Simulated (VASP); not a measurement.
A convergence study with VASP on Ti: one setting is varied, all else stays as given below, so the limit is that of these other settings.

```
Ti
1.0
    2.93525     0.00000     0.00000
   -1.46762     2.54200     0.00000
    0.00000     0.00000    20.98479
Ti
4
Cartesian
  1.46763   0.84733   9.32818
  0.00000   1.69467   7.00000
  1.46763   0.84733  13.98479
  0.00000   1.69467  11.65661
```

Method: LDA (Ceperley-Alder, Perdew-Zunger), VASP's LDA PAW potentials (set 64) (plane waves; VASP 6.6.1). The tightest run used: 300 eV cut-off, 33×33×1 Γ-centred mesh, Fermi-Dirac smearing of 0.10 eV, potentials Ti_sv.

Task: The settings run are 3×3×1 mesh; 4×4×1 mesh; 5×5×1 mesh; 6×6×1 mesh; 7×7×1 mesh; 8×8×1 mesh; 9×9×1 mesh; 11×11×1 mesh; 13×13×1 mesh; 15×15×1 mesh; 18×18×1 mesh; 21×21×1 mesh; 24×24×1 mesh; 28×28×1 mesh; 33×33×1 mesh. From which on does the energy per atom stay within 0.005 eV/atom of the tightest run?

Result: From 8×8×1 mesh on: it is off by 0.0041 there and by no more than 0.005 in any finer run, while 7×7×1 mesh is off by 0.0070.
| setting | E (eV/atom) | largest force (eV/Å) | irreducible k-points | difference judged (eV/atom) |
|---|---|---|---|---|
| 3×3×1 mesh | -7.8886 | 0.832 | 3 | 0.0545 |
| 4×4×1 mesh | -7.9452 | 0.992 | 4 | 0.0021 |
| 5×5×1 mesh | -7.9668 | 0.800 | 5 | 0.0237 |
| 6×6×1 mesh | -7.9379 | 0.772 | 7 | 0.0052 |
| 7×7×1 mesh | -7.9361 | 0.840 | 8 | 0.0070 |
| 8×8×1 mesh | -7.9472 | 0.839 | 10 | 0.0041 |
| 9×9×1 mesh | -7.9437 | 0.820 | 12 | 0.0006 |
| 11×11×1 mesh | -7.9434 | 0.833 | 16 | 0.0003 |
| 13×13×1 mesh | -7.9429 | 0.827 | 21 | 0.0003 |
| 15×15×1 mesh | -7.9432 | 0.829 | 27 | 0.0001 |
| 18×18×1 mesh | -7.9431 | 0.828 | 37 | 0.0000 |
| 21×21×1 mesh | -7.9431 | 0.828 | 48 | 0.0000 |
| 24×24×1 mesh | -7.9431 | 0.828 | 61 | 0.0000 |
| 28×28×1 mesh | -7.9431 | 0.828 | 80 | 0.0000 |
| 33×33×1 mesh | -7.9431 | 0.828 | 108 | 0.0000 |

VASP warned of too few bands at 3×3×1 mesh; 6×6×1 mesh; 7×7×1 mesh; 8×8×1 mesh; 9×9×1 mesh; 11×11×1 mesh; 13×13×1 mesh; 15×15×1 mesh; 18×18×1 mesh; 21×21×1 mesh; 24×24×1 mesh; 28×28×1 mesh; 33×33×1 mesh.

Left out are rungs that failed or repeat a setting and relaxations that didn't move; long series are thinned to 24 rows.

The cell is a sheet or thin cut with vacuum, built from a generated structure. VASP warned that the highest band is occupied, so more bands are needed.
